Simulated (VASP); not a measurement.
**Quasiparticle energies of BP in VASP**

Wanted: how far GW moves the Kohn-Sham levels of BP. The cell is of the zinc-blende type. The start is a cell from a database of measured crystal structures.

Program: VASP 6.6.1. Level of theory: PBE; plane waves and PAW (P_GW, B_GW), in the first sound run; inputs show where later runs differ. Results are calculated unless marked as measured.

### Step 1. The structure

It takes space group F-43m (No. 216, cubic). Conventional cell: a = 4.538 Å, b = 4.538 Å, c = 4.538 Å, α = 90.00°, β = 90.00°, γ = 90.00°. Nearest to P lie 4 B at 1.97 Å. Nearest to B lie 4 P at 1.97 Å. Farther neighbours are not listed.

Structure file:

```cif
data_structure
_symmetry_space_group_name_H-M 'F-43m'
_symmetry_Int_Tables_number 216
_cell_length_a 4.5380
_cell_length_b 4.5380
_cell_length_c 4.5380
_cell_angle_alpha 90.000
_cell_angle_beta 90.000
_cell_angle_gamma 90.000
_cell_volume 93.45
loop_
_atom_site_label
_atom_site_type_symbol
_atom_site_symmetry_multiplicity
_atom_site_Wyckoff_symbol
_atom_site_fract_x
_atom_site_fract_y
_atom_site_fract_z
_atom_site_occupancy
P1 P 4 c 0.25000 0.25000 0.25000 1
B1 B 4 a 0.00000 0.00000 0.00000 1
```

### Step 2. Empty bands, functional PBE

The next step needs empty bands that the ground-state run didn't converge, so the Hamiltonian is diagonalised exactly for NBANDS bands, in a single step. LOPTICS writes the k-derivatives of the orbitals (WAVEDER), which give the long-wavelength limit of the screening.

INCAR reads:

```
SYSTEM = BP
PREC = Accurate
ENCUT = 340
ISMEAR = 0
SIGMA = 0.01
LREAL = .FALSE.
GGA = PE
NBANDS = 152
ALGO = Exact
NELM = 1
LWAVE = .TRUE.
LCHARG = .FALSE.
LOPTICS = .TRUE.
NEDOS = 1000
CSHIFT = 0.1
```

POSCAR reads:

```
BP
1.0
    0.0000000000      2.2690000000      2.2690000000
    2.2690000000      0.0000000000      2.2690000000
    2.2690000000      2.2690000000      0.0000000000
P B
1 1
Direct
    0.7500000000      0.7500000000      0.7500000000
    0.0000000000      0.0000000000      0.0000000000
```

KPOINTS reads:

```
Automatic mesh
0
Gamma
6 6 6
0 0 0
```

Potentials, in the order of the species: P_GW and B_GW (PBE family, release 64).

Command:

```
$ mpirun -np 8 vasp_std
```

The program printed:

```text
[banner, memory and clock lines left out]
running    8 mpi-ranks, on    1 nodes
 distrk:  each k-point on    8 cores,    1 groups
 distr:  one band on    1 cores,    8 groups

 POSCAR found type information on POSCAR P B
 POSCAR found :  2 types and       2 ions
|                                                                             |
|           W    W    AA    RRRRR   N    N  II  N    N   GGGG   !!!           |
|           W    W   A  A   R    R  NN   N  II  NN   N  G    G  !!!           |
|           W    W  A    A  R    R  N N  N  II  N N  N  G       !!!           |
|           W WW W  AAAAAA  RRRRR   N  N N  II  N  N N  G  GGG   !            |
|           WW  WW  A    A  R   R   N   NN  II  N   NN  G    G                |
|           W    W  A    A  R    R  N    N  II  N    N   GGGG   !!!           |
|                                                                             |
|     For optimal performance we recommend to set                             |
|       NCORE = 2 up to number-of-cores-per-socket                            |
|     NCORE specifies how many cores store one orbital (NPAR=cpu/NCORE).      |
|     This setting can greatly improve the performance of VASP for DFT.       |
|     The default, NCORE=1 might be grossly inefficient on modern             |
|     multi-core architectures or massively parallel machines. Do your        |
|     Unfortunately you need to use the default for GW and RPA                |
|     calculations (for HF NCORE is supported but not extensively tested      |
|     yet).                                                                   |
|                                                                             |

 LDA part: xc-table for (Slater+PW92), standard interpolation
 found WAVECAR, reading the header
  number of bands has changed, file:    10 present:   152
  trying to continue reading WAVECAR, but it might fail
 POSCAR, INCAR and KPOINTS ok, starting setup
 FFT: planning ... GRIDC
 FFT: planning ... GRID_SOFT
 FFT: planning ... GRID
 reading WAVECAR
 random initialization beyond band           10
 the WAVECAR file was read successfully
 initial charge from wavefunction
 entering main loop
       N       E                     dE             d eps       ncg     rms          rms(c)
DIA:   1    -0.128864938520E+02   -0.12886E+02    0.00000E+00     0   0.000E+00
   1 F= -.12886494E+02 E0= -.12886494E+02  d E =-.645785E-80
 writing wavefunctions
 optical routines
 imaginary and real dielectric function
 recalculating local potential from charge density
 direction            1
 direction            2
 direction            3
```

Wall time 1.8 s (8 MPI ranks of Intel Xeon 6975P-C (Granite Rapids), shared host); peak memory 0.85 GiB; 9.4 s of CPU time.

The logs omit lines about the potential files and the build; timing stands in the text.

From OUTCAR (step 2):

```text
ion  position               nearest neighbor table
   1  0.750  0.750  0.750-   2 1.97   2 1.97   2 1.97   2 1.97
   2  0.000  0.000  0.000-   1 1.97   1 1.97   1 1.97   1 1.97

  LATTYP: Found a face centered cubic cell.
 ALAT       =     4.5380000000

 Subroutine GETGRP returns: Found 24 space group operations
 (whereof 24 operations were pure point group operations)

The static configuration has the point symmetry T_d .

 Found     16 irreducible k-points:

   k-points           NKPTS =     16   k-points in BZ     NKDIM =     16   number of bands    NBANDS=    152

   dimension x,y,z NGX =    20 NGY =   20 NGZ =   20
   dimension x,y,z NGXF=    40 NGYF=   40 NGZF=   40

   ENCUT  =  340.0 eV  24.99 Ry    5.00 a.u.   4.82  4.82  4.82*2*pi/ulx,y,z

   NELECT =       8.0000    total number of electrons

 k-points in reciprocal lattice and weights: Automatic mesh
   0.00000000  0.00000000  0.00000000       0.005
   0.16666667  0.00000000  0.00000000       0.037
   0.33333333  0.00000000  0.00000000       0.037
   0.50000000  0.00000000  0.00000000       0.019
   0.16666667  0.16666667  0.00000000       0.028
   0.33333333  0.16666667  0.00000000       0.111
   0.50000000  0.16666667  0.00000000       0.111
  -0.33333333  0.16666667  0.00000000       0.111
  -0.16666667  0.16666667  0.00000000       0.056
[...]
-0.33333333  0.33333333  0.16666667       0.111
  -0.33333333  0.50000000  0.16666667       0.056

 average (electrostatic) potential at core
       1 -72.7025       2 -25.0906

 E-fermi :   7.2719

 k-point     1 :       0.0000    0.0000    0.0000
  band No.  band energies     occupation
      1      -8.3243      2.00000
      2       7.1395      2.00000
      3       7.1395      2.00000
      4       7.1395      2.00000
      5      10.5408      0.00000
      6      10.5408      0.00000
      7      10.5408      0.00000
      8      14.5124      0.00000
      9      18.6606      0.00000
    ...

 k-point     2 :       0.1667    0.0000    0.0000
  band No.  band energies     occupation
      1      -7.8264      2.00000
      2       4.3046      2.00000
      3       6.4757      2.00000
      4       6.4757      2.00000
      5      11.1567      0.00000
      6      11.4438      0.00000
      7      11.4438      0.00000
      8      15.8049      0.00000
      9      18.0116      0.00000
    ...

 k-point     3 :       0.3333    0.0000    0.0000
  band No.  band energies     occupation
      1      -6.4090      2.00000
      2       0.4080      2.00000
      3       5.6732      2.00000
      4       5.6732      2.00000
      5      11.0303      0.00000
      6      11.9922      0.00000
      7      11.9922      0.00000
      8      17.2556      0.00000
      9      18.9582      0.00000
    ...

  Total        0.0919372      0.0919372      0.0919372      0.0000000     -0.0000000     -0.0000000
  in kB        6.3047584      6.3047584      6.3047584      0.0000000     -0.0000000     -0.0000000
  external PRESSURE =       6.3047584 kB  Pullay stress =       0.0000000 kB

  energy-cutoff  :      340.00
  volume of cell :       23.36
      direct lattice vectors                 reciprocal lattice vectors
     0.000000000  2.269000000  2.269000000    -0.220361393  0.220361393  0.220361393
     2.269000000  0.000000000  2.269000000     0.220361393 -0.220361393  0.220361393
     2.269000000  2.269000000  0.000000000     0.220361393  0.220361393 -0.220361393

 POSITION                                       TOTAL-FORCE (eV/Angst)
 -----------------------------------------------------------------------------------
      3.40350      3.40350      3.40350        -0.000000     -0.000000     -0.000000
      0.00000      0.00000      0.00000         0.000000      0.000000      0.000000
 -----------------------------------------------------------------------------------
    total drift:                                0.000000      0.000000      0.000000

  FREE ENERGIE OF THE ION-ELECTRON SYSTEM (eV)
  ---------------------------------------------------
  free  energy   TOTEN  =       -12.8864938520 eV

  energy  without entropy=      -12.8864938520  energy(sigma->0) =      -12.88649385

 plasma frequency squared (from intraband transitions) (eV^2)
  --------------------------------------------------------------------------------------
       0.000      -0.000       0.000
       0.000       0.000       0.000
      -0.000       0.000       0.000

[... 3 further parts left out ...]
```

WAVECAR now holds 152 bands for 8 electrons. Its independent-particle dielectric tensor has xx, yy, zz = 10.7, 10.7, 10.7 on this mesh, which isn't tested for convergence; a coarse zone-centred mesh tends to overstate it, local fields are missing, and the same mesh feeds the screening.

(Part 1 of 8 ends here.)

[Lines on the potential files, build, host, timing and source positions are cut from VASP's logs without a mark.]

[Logs are printed without paths, hosts, clocks, repeated set-up lines and the standing remarks that a program may print on its own settings, such as how far it seeks lower states.]

[Hosts, paths, dates, database ids (printed as entryN), source tags and the programs' standing remarks are cut or masked in the printed files.]

[Measured values are set beside computed ones only where the two were judged alike; some that the calculation misses by far are left out.]

[Pressures printed for these runs are not shown converged in the cutoff: they can be off by several GPa and have the wrong sign.]
